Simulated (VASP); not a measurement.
A cell of Zr (hcp) near equilibrium:

```xyz
2
Lattice="1.5898 -2.7536 0.0000 1.5898 2.7536 0.0000 0.0000 0.0000 5.1253" Properties=species:S:1:pos:R:3 pbc="T T T"
Zr     1.5898     0.9179     1.2813
Zr     1.5898    -0.9179     3.8440
```

These are PBEsol GGA, VASP's PBE PAW potentials (set 64) (plane waves; VASP) values and carry that method's errors.

```tsv
run	ΔE (meV/atom)	σxx	σyy	σzz	largest shear component, with its sign (GPa)	largest force (eV/Å)
as it is	0.0	0.50	0.50	-0.30	0.00	0.000
after one change	62.4	10.55	10.55	10.68	0.00	0.000
```
Stress is in GPa, positive when the cell is compressed.

**Question.** Which change was made?
(A) biaxial strain of -1.5 % in the yz plane
(B) isotropic strain of -3.0 %
(C) uniaxial strain of +1.0 % along y
(D) biaxial strain of -3.0 % in the xy plane

**Answer.** B, isotropic strain of -3.0 %

The compound is Zr in the hcp structure.
